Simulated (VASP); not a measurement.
Data:

```yaml
crystal:
  lattice:
    - [3.35240, 0.00000, 0.00000]
    - [-1.67620, 2.90326, 0.00000]
    - [0.00000, 0.00000, 3.40710]
  atoms:
    - { symbol: Hf, position: [0.00000, 0.00000, 0.00000] }
    - { symbol: S, position: [0.66667, 0.33333, 0.50000] }
```

The numbers are results of PBEsol GGA, VASP's PBE PAW potentials (set 64) (plane waves; VASP), not measurements. Numerical set-up: 400 eV cut-off, Gaussian smearing of 0.050 eV, potentials Hf_pv S.

Question: Give the energies of bands 5 to 11 at the high-symmetry points, in eV from the Fermi level.

Answer: 
```json
[
 {"band": "5", "Γ": "-4.03", "M": "-8.29", "K": "-7.64", "A": "-9.00", "L": "-6.99", "H": "-7.45"},
 {"band": "6", "Γ": "-4.03", "M": "-5.16", "K": "-6.23", "A": "-3.58", "L": "-6.71", "H": "-6.62"},
 {"band": "7", "Γ": "-3.82", "M": "-3.72", "K": "-5.13", "A": "-3.58", "L": "-5.24", "H": "-5.13"},
 {"band": "8", "Γ": "-3.25", "M": "-2.67", "K": "-0.06", "A": "-0.02", "L": "-1.12", "H": "-0.33"},
 {"band": "9", "Γ": "1.73", "M": "1.54", "K": "0.58", "A": "-0.02", "L": "2.73", "H": "2.55"},
 {"band": "10", "Γ": "2.63", "M": "3.60", "K": "1.35", "A": "2.07", "L": "4.00", "H": "4.05"},
 {"band": "11", "Γ": "2.63", "M": "3.63", "K": "1.75", "A": "2.07", "L": "4.21", "H": "4.32"}
]
```

It has no gap at this level: it comes out as a metal or semimetal.

The structure comes from a computed database's HfS entry (P-6m2); how it stands against other phases isn't given here. It was relaxed first.
